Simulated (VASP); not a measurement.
Here is a VASP 6.6.1 calculation.

Contents of INCAR:

```
  PREC = Accurate
  ENCUT = 600
  EDIFF = 1E-6
  ISMEAR = 1
  SIGMA = 0.1
  LREAL = False
  LASPH = True
  NELM = 60
  ALGO = Fast
  ISIF = 3
  LWAVE = False
  LCHARG = False
  GGA = RP
  IBRION = 2
  NSW = 40
  EDIFFG = -0.005
```

KPOINTS

```
Automatic mesh
0
Gamma
  8 8 5
```

Contents of POSCAR:

```
Na2Ta3
1.0
    3.9108538700      0.0000000000      0.0000000000
   -1.9554269300      3.3868988000      0.0000000000
    0.0000000000      0.0000000000      5.9564976100
Na Ta
2 3
Direct
    0.6666666700      0.3333333300      0.7613077200
    0.3333333300      0.6666666700      0.2386922800
    0.6666666700      0.3333333300      0.3511116200
    0.3333333300      0.6666666700      0.6488883800
    0.0000000000      0.0000000000      0.0000000000
```

Potentials or basis: VASP PAW PBE potentials, release 64 (Na_pv, Ta_pv).

Command:

```bash
$ cat potpaw_PBE.64/Na_pv/POTCAR potpaw_PBE.64/Ta_pv/POTCAR > POTCAR
$ mpirun -np 1 vasp_std > vasp.out
```

Estimate the relaxed cell.

a = 4.623 Å, b = 4.623 Å, c = 5.761 Å, α = 90.00°, β = 90.00°, γ = 120.00°.

Predict the relaxed volume.

21.33 Å³/atom.

What does it give for the space group after relaxing (to 0.05 Å)?

P-3m1 (No. 164).

Forces on the atoms (eV/Å):
```
Na   0.000  0.000  0.002
Na   0.000  0.000 -0.002
Ta   0.000  0.000  0.001
Ta   0.000  0.000 -0.001
Ta   0.000  0.000  0.000
```

Caveat: the volume moved by over 15 % at a fixed basis, so the end points are rough; the PAW data sets were made with another functional, which shifts forces and pressure a little. Spin-orbit coupling is left out, which matters for the levels of Ta.
